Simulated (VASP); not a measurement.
Given:

```
MgO
1.0
    0.00000     2.14710     2.14710
    2.14710     0.00000     2.14710
    2.14710     2.14710     0.00000
Mg O
1 1
Cartesian
  0.00000   0.00000   0.00000
  2.14710   2.14710   2.14710
```
Cell charge +0.5.

The numbers are results of PBE GGA, VASP's PBE PAW potentials (set 64) (plane waves; VASP), not measurements. Numerical set-up: NELECT = 7.5, 520 eV cut-off, 10×10×10 Γ-centred mesh, Gaussian smearing of 0.050 eV, potentials Mg O.

The cell is charged, with a uniform compensating background.

Problem. Give the stress tensor in GPa (positive for a compressed cell).

Solution. 
```
-30.75    0.00    0.00
  0.00  -30.75    0.00
  0.00    0.00  -30.75
```
The pressure is its mean diagonal, -30.75 GPa.

The compound is MgO in the rock salt structure. The cell was not relaxed at this level. The run is one of a series of settings (NELECT = 7.5 against the base run), some of them coarse on purpose.
